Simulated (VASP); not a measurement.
```xyz
4
Lattice="2.0980 -5.2470 0.0000 2.0980 5.2470 0.0000 0.0000 0.0000 3.8902" Properties=species:S:1:pos:R:3 pbc="T T T"
Y      2.0980     3.7948     0.9725
Y      2.0980    -3.7948     2.9176
Ge     2.0980     0.8879     0.9725
Ge     2.0980    -0.8879     2.9176
```

Method: LDA (Ceperley-Alder, Perdew-Zunger), VASP's LDA PAW potentials (set 64) (plane waves; VASP). Run with 400 eV cut-off, Gaussian smearing of 0.050 eV, potentials Y_sv Ge_d.

**Question.** Give the energies of bands 20 to 29 at the high-symmetry points, in eV from the Fermi level.

**Answer.** 
```
band      Γ      Y     C0      Z     A0      T      S      R
----  -----  -----  -----  -----  -----  -----  -----  -----
20    -7.09  -7.61  -6.47  -8.66  -8.58  -8.36  -6.39  -8.63
21    -2.77  -2.17  -4.41  -3.14  -3.39  -4.23  -4.29  -3.07
22    -1.92  -1.58  -2.41  -3.14  -3.39  -4.23  -3.04  -3.07
23    -1.22  -1.53  -2.28  -2.04  -1.95  -1.58  -2.26  -2.10
24    -1.03  -0.89  -2.00  -2.04  -1.95  -1.58  -1.97  -2.10
25     0.40  -0.77   0.34  -1.02  -0.23  -0.11   0.13  -0.51
26     0.66   1.46   1.00  -1.02  -0.23  -0.11   1.22  -0.51
27     1.45   2.01   1.01   3.05   2.32   1.97   1.60   3.38
28     2.64   2.09   2.10   3.05   2.32   1.97   2.25   3.38
29     2.96   2.11   2.15   3.95   4.06   2.54   2.56   3.55
```

It has no gap at this level: it comes out as a metal or semimetal.

The structure comes from a computed database's YGe entry (Cmcm); how it stands against other phases isn't given here. It was relaxed first, which changed the volume by -6 %.
